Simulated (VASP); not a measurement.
Data:

```xyz
4
Lattice="5.8724 -2.0593 0.0903 5.8724 2.0593 0.0903 -1.6644 0.0000 4.2387" Properties=species:S:1:pos:R:3 pbc="T T T"
In    -0.2746     0.0000     4.1380
In    10.3551     0.0000     0.2814
Se     3.4518     0.0000     1.5999
Se     6.6287     0.0000     2.8194
```

All values below come from PBEsol GGA, VASP's PBE PAW potentials (set 64) (plane waves; VASP). Numerical set-up: 480 eV cut-off, 6×6×6 Γ-centred mesh, Gaussian smearing of 0.050 eV, potentials In_d Se.

Without a dispersion term in the relaxation, distances and binding between the weakly bound layers, chains or molecules are unreliable, and so is what depends on them. Unless said otherwise, spin-orbit coupling is left out, though it shifts the bands of the heavy elements here.

Each row applies one change to this cell, which was relaxed at other settings and keeps the small stress of the first row; at a fixed cut-off the stress holds a Pulay part, so it need not integrate to ΔE exactly. Stress is in GPa, positive when the cell is compressed; gaps are those on the k-mesh, and 0.00 means metallic.

| change | ΔE (meV/atom) | σxx | σyy | σzz | largest shear component, with its sign (GPa) | largest force (eV/Å) | gap (eV) |
|---|---|---|---|---|---|---|---|
| none | 0.0 | 0.09 | 0.00 | 0.02 | -0.01 | 0.009 | 0.79 |
| uniaxial strain of -4.0 % along z | 10.2 | 1.85 | 2.12 | 3.16 | 0.74 | 0.429 | 0.70 |
| shear strain γ_xz = -3.0 % | [?] | [?] | [?] | [?] | [?] | [?] | [?] |
| isotropic strain of -3.0 % | [?] | [?] | [?] | [?] | [?] | [?] | [?] |
| atom 4 (Se) moved by 0.025 Å along x | 0.4 | 0.17 | -0.11 | 0.10 | 0.22 | 0.132 | 0.81 |
| atom 4 (Se) moved by -0.050 Å along z | 1.7 | -0.15 | -0.43 | -0.76 | -0.17 | 0.280 | 0.75 |
| shear strain γ_xy = -1.5 % | 0.6 | 0.10 | 0.01 | 0.03 | 0.53 | 0.052 | 0.79 |
| atom 2 (In) moved by 0.050 Å along z | 1.3 | -0.09 | 0.29 | 0.17 | -0.30 | 0.201 | 0.75 |
| uniaxial strain of -1.5 % along z | 1.5 | 0.70 | 0.72 | 1.14 | 0.25 | 0.164 | 0.76 |

Task: Some entries are withheld; supply them.

Result: 
- shear strain γ_xz = -3.0 %, ΔE (meV/atom): 3.4
- shear strain γ_xz = -3.0 %, σxx: 0.55
- shear strain γ_xz = -3.0 %, σyy: -0.46
- shear strain γ_xz = -3.0 %, σzz: 0.58
- shear strain γ_xz = -3.0 %, largest shear component, with its sign (GPa): 1.42
- shear strain γ_xz = -3.0 %, largest force (eV/Å): 0.209
- shear strain γ_xz = -3.0 %, gap (eV): 0.82
- isotropic strain of -3.0 %, ΔE (meV/atom): 44.7
- isotropic strain of -3.0 %, σxx: 7.78
- isotropic strain of -3.0 %, σyy: 6.74
- isotropic strain of -3.0 %, σzz: 5.96
- isotropic strain of -3.0 %, largest shear component, with its sign (GPa): 0.44
- isotropic strain of -3.0 %, largest force (eV/Å): 0.704
- isotropic strain of -3.0 %, gap (eV): 0.83

Failed runs are left out, and for metals the shear rows, which the mesh's noise covers.

The structure comes from a computed database's InSe entry (C2/m); how it stands against other phases isn't given here.
